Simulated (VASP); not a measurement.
Method: PBE GGA with D3 dispersion (zero damping), VASP's PBE PAW potentials (set 64) (plane waves; VASP 6.6.1).

The input files of a VASP run:

File POSCAR:
```
ZnS
1
    0.0000000000     2.7050000000     2.7050000000
    2.7050000000     0.0000000000     2.7050000000
    2.7050000000     2.7050000000     0.0000000000
Zn S
1 1
Direct
  0.0000000000   0.0000000000   0.0000000000
  0.2500000000   0.2500000000   0.2500000000
```

### KPOINTS
```
K-points
0
G
8 8 8
0 0 0
```

**INCAR**
```
# general
SYSTEM =ZnS
PREC   =Accurate
ENCUT  =520   # plane-wave cut-off (eV)
LREAL  =.FALSE.
LASPH  =.TRUE.   # aspherical one-centre terms

# electronic loop
EDIFF  =1E-6
NELM   =100   # most electronic steps
ALGO   =Normal
LMAXMIX=4

# smearing
ISMEAR =0
SIGMA  =0.05   # width (eV)

# functional
GGA    =PE   # PBE
IVDW   =11   # D3, zero damping

# ions
IBRION =2   # conjugate gradients
NSW    =60   # most ionic steps
ISIF   =3   # ions, shape and volume
EDIFFG =-0.01

# output
LWAVE  =.FALSE.
LCHARG =.FALSE.
```

POTCAR, in this order: Zn S (PBE.64 set). Program: vasp_std.

**Question.** What will the output report for the number of irreducible k-points (NKPTS), largest plane-wave count, number of space-group operations, FFT grid (NGX, NGY, NGZ)?

**Answer.** 
The number of irreducible k-points (NKPTS) is 29 and the largest plane-wave count comes out as 1090. The number of space-group operations comes out as 24 and the FFT grid (NGX, NGY, NGZ) comes out as 28 × 28 × 28.

The compound is ZnS in the zinc blende structure. This run relaxes it. Symmetry was kept, so distortions that lower it aren't found.
